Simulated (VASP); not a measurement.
Consider the following.

```xyz
2
Lattice="0.0000 2.1215 2.1215 2.1215 0.0000 2.1215 2.1215 2.1215 0.0000" Properties=species:S:1:pos:R:3 pbc="T T T"
Mg     0.0000     0.0000     0.0000
O      2.1215     2.1215     2.1215
```

These are PBE GGA with D3 dispersion (Becke-Johnson damping), VASP's PBE PAW potentials (set 64) (plane waves; VASP) values and carry that method's errors. Run with 520 eV cut-off, 11×11×11 Γ-centred mesh, Gaussian smearing of 0.050 eV, potentials Mg O.

Problem. The job: MgO (rock salt), 2 atoms, PBE-D3(BJ), static run, 520 eV, 11×11×11 Γ-centred mesh. Roughly how much core time does it take on a busy server core?

Solution. About 5 core-seconds (one run on a shared machine, a rough figure). It had 56 irreducible k-points, 8 bands, up to 532 plane waves and 13 electronic steps.

The compound is MgO in the rock salt structure. This cell is one point of a volume scan, at 1.03 of the reference volume.
